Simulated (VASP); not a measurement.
Here is the system:

```yaml
crystal:
  lattice:
    - [0.00000, 3.33000, 3.33000]
    - [3.33000, 0.00000, 3.33000]
    - [3.33000, 3.33000, 0.00000]
  atoms:
    - { symbol: Sr, position: [0.00000, 0.00000, 0.00000] }
    - { symbol: Te, position: [0.50000, 0.50000, 0.50000] }
```

All values below come from SCAN meta-GGA, VASP's PBE PAW potentials (set 64) (plane waves; VASP). Settings: 400 eV cut-off, 6×6×6 Γ-centred mesh, Gaussian smearing of 0.050 eV, potentials Sr_sv Te.

Unless said otherwise, spin-orbit coupling is left out, though it shifts the bands of the heavy elements here.

Problem. Predict the energy per atom (σ→0), band gap (on the k-mesh) with the smallest direct gap where there is one.

Solution. 
```yaml
band gap (on the k-mesh): 2.08 eV
smallest direct gap (on the k-mesh): 2.84 eV
energy per atom (σ→0): -31.724 eV/atom
```

Total energies compare only between runs with the same potentials, cut-off and functional.

The compound is SrTe in the rock salt structure. The cell was not relaxed at this level. The run is one of a series of settings (GGA removed, LMIXTAU = .TRUE., METAGGA = SCAN against the base run), some of them coarse on purpose.
